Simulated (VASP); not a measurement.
# Cu (Copper): input slips in a relaxation and what they do, part 2 of 2

Some relaxations of Cu (Copper) get a fault in the input on purpose. Which of them show, and how? The starting structure is a measured crystal structure from the Crystallography Open Database. The first relaxation on each setting starts from this cell expanded by 3 % in volume.

VASP 6.6.1.

Results so far: reference 11.32 Å³ an atom; the cell held fixed (ISIF = 2) 12.16 Å³ an atom.

## (5) Relaxation with too few electronic steps

Level of this step: PBEsol; plane waves and PAW (Cu) (VASP).

A slip made on purpose: too few electronic steps. Against step 2 the input has NELM = 4 (also changed: NSW).

File INCAR:

```
SYSTEM = Cu
PREC = Accurate
ENCUT = 450
EDIFF = 1E-06
NELM = 4
ISMEAR = 1
SIGMA = 0.15
LREAL = .FALSE.
ALGO = Normal
GGA = PS
NBANDS = 11
LASPH = .TRUE.
LORBIT = 11
LWAVE = .FALSE.
LCHARG = .FALSE.
KPAR = 8
IBRION = 2
NSW = 30
ISIF = 3
EDIFFG = -0.006
```

File POSCAR:

```
Cu
1.0
    0.0000000000      1.8253972035      1.8253972035
    1.8253972035      0.0000000000      1.8253972035
    1.8253972035      1.8253972035      0.0000000000
Cu
1
Direct
    0.0000000000      0.0000000000      0.0000000000
```

File KPOINTS:

```
Automatic mesh
0
Gamma
22 22 22
0 0 0
```

PAW data sets: Cu (PBE family, release 64).

Run with:

```console
$ mpirun -np 8 vasp_std
```

What it wrote:

```text
[... set-up lines as in an earlier step ...]
 entering main loop
       N       E                     dE             d eps       ncg     rms          rms(c)
[... 4 cycles as in an earlier step ...]
 -----------------------------------------------------------------------------
|                                                                             |
|           W    W    AA    RRRRR   N    N  II  N    N   GGGG   !!!           |
|           W    W   A  A   R    R  NN   N  II  NN   N  G    G  !!!           |
|           W    W  A    A  R    R  N N  N  II  N N  N  G       !!!           |
|           W WW W  AAAAAA  RRRRR   N  N N  II  N  N N  G  GGG   !            |
|           WW  WW  A    A  R   R   N   NN  II  N   NN  G    G                |
|           W    W  A    A  R    R  N    N  II  N    N   GGGG   !!!           |
|                                                                             |
|     The electronic self-consistency was not achieved in the given           |
|     number of steps (NELM). The forces and other quantities evaluated       |
[...]
|     E        R    R   R    R   O     O  R    R      ###     ###     ###     |
|     EEEEEEE  R     R  R     R  OOOOOOO  R     R     ###     ###     ###     |
|                                                                             |
|     Orbital orthonormalization failed in the inversion of matrix            |
|     LAPACK: Routine ZPOTRF failed! kpoint: 1 spin: 1                        |
|                                                                             |
|     Possible solutions for this issue are:                                  |
|     - Please check whether the atoms are too close to each other.           |
|     - Decreasing POTIM might help during relaxations or MDs.                |
|     - Deleting CHGCAR or WAVECAR if incompatible with the structure.        |
|     - Try calculating without symmetrizing (ISYM = 0 or ISYM = -1).         |
|     - As last resort: using a different PAW for some of the atoms.          |
|                                                                             |
|       ---->  I REFUSE TO CONTINUE WITH THIS SICK JOB ... BYE!!! <----       |
|                                                                             |
 -----------------------------------------------------------------------------

1
1
1
1
1
1
1
1
```

The job ended after 11 s (8 MPI ranks of AMD EPYC 7R43, shared host).

VASP stopped with this message: “Orbital orthonormalization failed in the inversion of matrix LAPACK: Routine ZPOTRF failed! kpoint: 1 spin: 1”.

## (6) Relaxation with an ionic step far too long

A slip made on purpose: an ionic step far too long. Against step 2 the input has IBRION = 1 and POTIM = 2 (also changed: NELM and NSW).

Changes to INCAR since step 5:

```diff
@@ -4,3 +4,3 @@
 EDIFF = 1E-06
-NELM = 4
+NELM = 60
 ISMEAR = 1
@@ -16,3 +16,3 @@
 KPAR = 8
-IBRION = 2
+IBRION = 1
 NSW = 30
@@ -20 +20,2 @@
 EDIFFG = -0.006
+POTIM = 2
```

POSCAR is that of step 5.

KPOINTS is that of step 5.

Run with:

```console
$ mpirun -np 8 vasp_std
```

What it wrote:

```text
[... set-up lines as in an earlier step ...]
 entering main loop
       N       E                     dE             d eps       ncg     rms          rms(c)
[... 12 cycles as in an earlier step ...]
   1 F= -.42838777E+01 E0= -.42839386E+01  d E =-.428388E+01
[...]
2 F= -.27825350E+01 E0= -.27822089E+01  d E =0.150134E+01
[...]
3 F= -.43070347E+01 E0= -.43071133E+01  d E =-.152450E+01
[...]
4 F= -.43114640E+01 E0= -.43115480E+01  d E =-.442937E-02
[...]
5 F= -.43122296E+01 E0= -.43123156E+01  d E =-.765589E-03
[...]
6 F= -.43122286E+01 E0= -.43123151E+01  d E =0.102016E-05
[...]
7 F= -.43122326E+01 E0= -.43123190E+01  d E =-.399091E-05
 BRION: g(F)=  0.121E-60 g(S)=  0.187E-04 retain N=  1 mean eig= 0.24
 eig:   0.238
 reached required accuracy - stopping structural energy minimisation
```

The job ended after 62 s (8 MPI ranks; peak memory 0.91 GiB; 6.5 min of CPU time).

From OUTCAR (step 6):

```text
  Total        0.0056884      0.0056884      0.0056884     -0.0000000      0.0000000      0.0000000
  in kB        0.8044883      0.8044883      0.8044883     -0.0000000      0.0000000      0.0000000
  external PRESSURE =       0.8044883 kB  Pullay stress =       0.0000000 kB

 POSITION                                       TOTAL-FORCE (eV/Angst)
 -----------------------------------------------------------------------------------
      0.00000     -0.00000     -0.00000        -0.000000      0.000000      0.000000
 -----------------------------------------------------------------------------------
    total drift:                                0.000000     -0.000000      0.000000

  FREE ENERGIE OF THE ION-ELECTRON SYSTEM (eV)
  ---------------------------------------------------
  free  energy   TOTEN  =        -4.3122325923 eV

  energy  without entropy=       -4.3124917892  energy(sigma->0) =       -4.31231899

[... 2 parts as in an earlier step ...]

[... 2 further parts left out ...]
[key lines of the parts left out:]
E-fermi :   7.9124
```

With an ionic step far too long the cell ends at 11.329 Å³ an atom, +0.11 % from the reference.

## (7) All runs side by side

```
                           run            ended  volume (Å³/atom)  change (%)  bulk modulus (GPa)  pressure left (GPa)  core minutes
                     reference        converged            11.316           -               169.2                 0.03          6.93
  a loose electronic threshold    not converged                 -           -                   -                    -          19.1
the cell held fixed (ISIF = 2)        converged            12.165         7.5                   -               -10.14          1.63
      too few electronic steps  stopped by VASP                 -           -                   -                    -          1.49
    an ionic step far too long        converged            11.329        0.11                   -                 0.08          8.27
```

Core minutes are wall time times ranks, summed over the relaxations behind a row (those for a bulk modulus apart), on shared hosts.

## (8) What came out

| Property | Result |
| --- | --- |
| volume of the reference | 11.32 Å³/atom |
| volume against the reference, the cell held fixed (ISIF = 2) | +7.50 % |
| volume against the reference, an ionic step far too long | +0.11 % |
| run with a loose electronic threshold | not converged |
| run with too few electronic steps | stopped by VASP |

**Reading.** VASP stopped by itself in the run with too few electronic steps. The run with a loose electronic threshold didn't converge. Finished, but with signs in the output that stand out against the reference: the cell held fixed (ISIF = 2), with the volume kept at the input's, +7.5 % from the reference (signs: a stress of up to 10.1 GPa); an ionic step far too long, with the volume changed by +0.1 % (signs: an energy that rises by up to 1.5 eV an atom on the way). The reference was restarted once and the runs with a slip weren't, so their cells may not have settled fully. Further runs on this material are not shown.

[Lines on the potential files, build, host, timing and source positions are cut from VASP's logs without a mark.]

[Logs are printed without paths, hosts, clocks, repeated set-up lines and the standing remarks that a program may print on its own settings, such as how far it seeks lower states.]

[Hosts, paths, dates, database ids (printed as entryN), source tags and the programs' standing remarks are cut or masked in the printed files.]
